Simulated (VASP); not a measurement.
OSZICAR of a VASP run on N2 (space group P6_3/mmc):

### OSZICAR
```
...
DAV:   2    -0.354179627297E+02    0.21013E-02   -0.40700E-03   280   0.533E-01    0.136E-01
DAV:   3    -0.354174694315E+02    0.49330E-03   -0.18028E-03   280   0.316E-01    0.361E-02
DAV:   4    -0.354174481797E+02    0.21252E-04   -0.95362E-05   280   0.783E-02    0.950E-03
DAV:   5    -0.354174460966E+02    0.20831E-05   -0.52397E-06   316   0.178E-02    0.349E-03
DAV:   6    -0.354174462253E+02   -0.12866E-06   -0.19480E-07   140   0.368E-03
  35 F= -.35417446E+02 E0= -.35417446E+02  d E =-.594411E-03
       N       E                     dE             d eps       ncg     rms          rms(c)
DAV:   1    -0.354174516244E+02   -0.55278E-05   -0.18060E-05   280   0.373E-02    0.320E-03
DAV:   2    -0.354174513711E+02    0.25329E-06   -0.44384E-07   140   0.570E-03
  36 F= -.35417451E+02 E0= -.35417451E+02  d E =-.514582E-05
       N       E                     dE             d eps       ncg     rms          rms(c)
DAV:   1    -0.354174689204E+02   -0.17296E-04   -0.14576E-04   280   0.107E-01    0.913E-03
DAV:   2    -0.354174669251E+02    0.19953E-05   -0.35186E-06   232   0.158E-02    0.436E-03
DAV:   3    -0.354174664521E+02    0.47298E-06   -0.22661E-06   180   0.115E-02
  37 F= -.35417466E+02 E0= -.35417466E+02  d E =-.202268E-04
       N       E                     dE             d eps       ncg     rms          rms(c)
DAV:   1    -0.354175071810E+02   -0.40256E-04   -0.62346E-04   280   0.221E-01    0.187E-02
DAV:   2    -0.354174986074E+02    0.85736E-05   -0.15817E-05   280   0.329E-02    0.870E-03
DAV:   3    -0.354174966124E+02    0.19950E-05   -0.75704E-06   280   0.206E-02    0.247E-03
DAV:   4    -0.354174965226E+02    0.89834E-07   -0.41768E-07   140   0.528E-03
  38 F= -.35417497E+02 E0= -.35417497E+02  d E =-.502973E-04
       N       E                     dE             d eps       ncg     rms          rms(c)
DAV:   1    -0.354175971522E+02   -0.10054E-03   -0.24618E-03   280   0.439E-01    0.368E-02
DAV:   2    -0.354175641297E+02    0.33022E-04   -0.61335E-05   280   0.648E-02    0.170E-02
DAV:   3    -0.354175564896E+02    0.76401E-05   -0.29091E-05   280   0.404E-02    0.482E-03
DAV:   4    -0.354175561541E+02    0.33549E-06   -0.16233E-06   182   0.104E-02
  39 F= -.35417556E+02 E0= -.35417556E+02  d E =-.109929E-03
       N       E                     dE             d eps       ncg     rms          rms(c)
DAV:   1    -0.354178370677E+02   -0.28058E-03   -0.98496E-03   280   0.879E-01    0.735E-02
DAV:   2    -0.354177049533E+02    0.13211E-03   -0.24563E-04   280   0.130E-01    0.341E-02
DAV:   3    -0.354176744408E+02    0.30513E-04   -0.11616E-04   280   0.808E-02    0.963E-03
DAV:   4    -0.354176731404E+02    0.13004E-05   -0.68030E-06   280   0.207E-02    0.249E-03
DAV:   5    -0.354176729771E+02    0.16328E-06   -0.45112E-07   140   0.546E-03
  40 F= -.35417673E+02 E0= -.35417673E+02  d E =-.226752E-03
       N       E                     dE             d eps       ncg     rms          rms(c)
DAV:   1    -0.354185516138E+02   -0.87847E-03   -0.39527E-02   280   0.176E+00    0.147E-01
DAV:   2    -0.354180248682E+02    0.52675E-03   -0.98213E-04   280   0.260E-01    0.681E-02
DAV:   3    -0.354179032803E+02    0.12159E-03   -0.46278E-04   280   0.161E-01    0.193E-02
DAV:   4    -0.354178980794E+02    0.52009E-05   -0.27034E-05   280   0.412E-02    0.493E-03
DAV:   5    -0.354178974348E+02    0.64457E-06   -0.18095E-06   164   0.109E-02
  41 F= -.35417897E+02 E0= -.35417897E+02  d E =-.451209E-03
       N       E                     dE             d eps       ncg     rms          rms(c)
DAV:   1    -0.354209366448E+02   -0.30386E-02   -0.15848E-01   280   0.353E+00    0.295E-01
DAV:   2    -0.354188203152E+02    0.21163E-02   -0.39608E-03   280   0.521E-01    0.136E-01
DAV:   3    -0.354183330249E+02    0.48729E-03   -0.18490E-03   280   0.323E-01    0.387E-02
DAV:   4    -0.354183120069E+02    0.21018E-04   -0.10686E-04   280   0.819E-02    0.976E-03
DAV:   5    -0.354183095472E+02    0.24597E-05   -0.76728E-06   322   0.215E-02    0.300E-03
DAV:   6    -0.354183096862E+02   -0.13901E-06   -0.21310E-07   140   0.403E-03
  42 F= -.35418310E+02 E0= -.35418310E+02  d E =-.863461E-03
       N       E                     dE             d eps       ncg     rms          rms(c)
DAV:   1    -0.354295832720E+02   -0.11274E-01   -0.63740E-01   280   0.708E+00    0.593E-01
DAV:   2    -0.354210397650E+02    0.85435E-02   -0.16118E-02   280   0.105E+00    0.274E-01
DAV:   3    -0.354190817371E+02    0.19580E-02   -0.73830E-03   280   0.645E-01    0.779E-02
DAV:   4    -0.354189956055E+02    0.86132E-04   -0.41785E-04   280   0.162E-01    0.191E-02
DAV:   5    -0.354189861795E+02    0.94260E-05   -0.29364E-05   322   0.420E-02    0.592E-03
DAV:   6    -0.354189867146E+02   -0.53510E-06   -0.82607E-07   146   0.793E-03
  43 F= -.35418987E+02 E0= -.35418987E+02  d E =-.154049E-02
       N       E                     dE             d eps       ncg     rms          rms(c)
DAV:   1    -0.354627024409E+02   -0.43716E-01   -0.25738E+00   280   0.142E+01    0.120E+00
DAV:   2    -0.354280163975E+02    0.34686E-01   -0.66453E-02   280   0.213E+00    0.550E-01
DAV:   3    -0.354201265514E+02    0.78898E-02   -0.29328E-02   280   0.129E+00    0.157E-01
DAV:   4    -0.354197652445E+02    0.36131E-03   -0.15924E-03   280   0.318E-01    0.365E-02
DAV:   5    -0.354197307498E+02    0.34495E-04   -0.10669E-04   328   0.802E-02    0.116E-02
DAV:   6    -0.354197327656E+02   -0.20157E-05   -0.33713E-06   268   0.153E-02    0.394E-03
DAV:   7    -0.354197330847E+02   -0.31913E-06   -0.25605E-07   140   0.398E-03
  44 F= -.35419733E+02 E0= -.35419733E+02  d E =-.228686E-02
       N       E                     dE             d eps       ncg     rms          rms(c)
DAV:   1    -0.355952138460E+02   -0.17548E+00   -0.10500E+01   280   0.288E+01    0.244E+00
DAV:   2    -0.354524016134E+02    0.14281E+00   -0.28186E-01   280   0.437E+00    0.111E+00
DAV:   3    -0.354203488180E+02    0.32053E-01   -0.11571E-01   280   0.256E+00    0.319E-01
DAV:   4    -0.354187634004E+02    0.15854E-02   -0.58200E-03   280   0.612E-01    0.671E-02
DAV:   5    -0.354186459609E+02    0.11744E-03   -0.35153E-04   334   0.146E-01    0.224E-02
DAV:   6    -0.354186526734E+02   -0.67126E-05   -0.12031E-05   292   0.288E-02    0.710E-03
DAV:   7    -0.354186537576E+02   -0.10842E-05   -0.83796E-07   140   0.741E-03    0.122E-03
DAV:   8    -0.354186538035E+02   -0.45848E-07   -0.97846E-08   140   0.279E-03
  45 F= -.35418654E+02 E0= -.35418654E+02  d E =-.120758E-02
       N       E                     dE             d eps       ncg     rms          rms(c)
DAV:   1    -0.355320476629E+02   -0.11339E+00   -0.63992E+00   280   0.223E+01    0.189E+00
DAV:   2    -0.354417318864E+02    0.90316E-01   -0.15614E-01   280   0.328E+00    0.877E-01
DAV:   3    -0.354207249457E+02    0.21007E-01   -0.84916E-02   280   0.218E+00    0.244E-01
DAV:   4    -0.354199105282E+02    0.81442E-03   -0.54807E-03   280   0.578E-01    0.756E-02
DAV:   5    -0.354197438491E+02    0.16668E-03   -0.48773E-04   310   0.170E-01    0.191E-02
DAV:   6    -0.354197490087E+02   -0.51596E-05   -0.13794E-05   292   0.304E-02    0.866E-03
DAV:   7    -0.354197500818E+02   -0.10731E-05   -0.93221E-07   140   0.774E-03    0.113E-03
DAV:   8    -0.354197500986E+02   -0.16841E-07   -0.10957E-07   140   0.270E-03
  46 F= -.35419750E+02 E0= -.35419750E+02  d E =-.230387E-02
       N       E                     dE             d eps       ncg     rms          rms(c)
DAV:   1    -0.354203679205E+02   -0.61784E-03   -0.36315E-02   280   0.169E+00    0.142E-01
DAV:   2    -0.354198676418E+02    0.50028E-03   -0.92279E-04   280   0.251E-01    0.656E-02
DAV:   3    -0.354197530984E+02    0.11454E-03   -0.43829E-04   280   0.157E-01    0.185E-02
DAV:   4    -0.354197481031E+02    0.49953E-05   -0.25207E-05   280   0.397E-02    0.478E-03
DAV:   5    -0.354197474570E+02    0.64606E-06   -0.17780E-06   164   0.107E-02
  47 F= -.35419747E+02 E0= -.35419747E+02  d E =-.230123E-02
       N       E                     dE             d eps       ncg     rms          rms(c)
DAV:   1    -0.354203800996E+02   -0.63200E-03   -0.42529E-02   280   0.182E+00    0.132E-01
DAV:   2    -0.354199767658E+02    0.40333E-03   -0.85476E-04   280   0.247E-01    0.610E-02
DAV:   3    -0.354198777538E+02    0.99012E-04   -0.32673E-04   280   0.134E-01    0.156E-02
DAV:   4    -0.354198730400E+02    0.47138E-05   -0.14336E-05   280   0.309E-02    0.391E-03
DAV:   5    -0.354198726927E+02    0.34726E-06   -0.62575E-07   140   0.660E-03
  48 F= -.35419873E+02 E0= -.35419873E+02  d E =-.125236E-03
       N       E                     dE             d eps       ncg     rms          rms(c)
DAV:   1    -0.354199753038E+02   -0.10226E-03   -0.78080E-03   280   0.781E-01    0.563E-02
DAV:   2    -0.354199015648E+02    0.73739E-04   -0.15695E-04   280   0.106E-01    0.260E-02
DAV:   3    -0.354198834861E+02    0.18079E-04   -0.59260E-05   280   0.572E-02    0.668E-03
DAV:   4    -0.354198826108E+02    0.87523E-06   -0.24432E-06   202   0.131E-02
  49 F= -.35419883E+02 E0= -.35419883E+02  d E =-.135154E-03
       N       E                     dE             d eps       ncg     rms          rms(c)
DAV:   1    -0.354198830779E+02    0.40820E-06   -0.36309E-05   280   0.531E-02    0.373E-03
DAV:   2    -0.354198828036E+02    0.27426E-06   -0.58800E-07   140   0.686E-03
  50 F= -.35419883E+02 E0= -.35419883E+02  d E =-.135347E-03
```

### Question
Which electronic solver shows in the log?

### Answer
It is blocked Davidson (ALGO = Normal, or the opening steps of other solvers). The INCAR had ALGO = Normal.

### Question
Can the final energy be trusted as converged?

### Answer
Convergence was not reached. It stopped with EDIFF = 1E-6, NELM = 100, NSW = 50 and EDIFFG = -0.01 after 50 ionic steps (LDA (Ceperley-Alder, Perdew-Zunger), plane waves, VASP's LDA PAW potentials (set 64)). The run did not end as a converged relaxation. At this cut-off the stress carries a Pulay error, which pulls relaxed volumes low. Energy and stress use the plane-wave basis of the starting cell.

The structure comes from a computed database's N2 entry (P6_3/mmc); how it stands against other phases isn't given here. This run relaxes it. Symmetry was kept, so distortions that lower it aren't found. The run is one of a series of settings (EDIFFG = -0.01, IBRION = 2, ISIF = 3, NSW = 50 against the base run), some of them coarse on purpose.
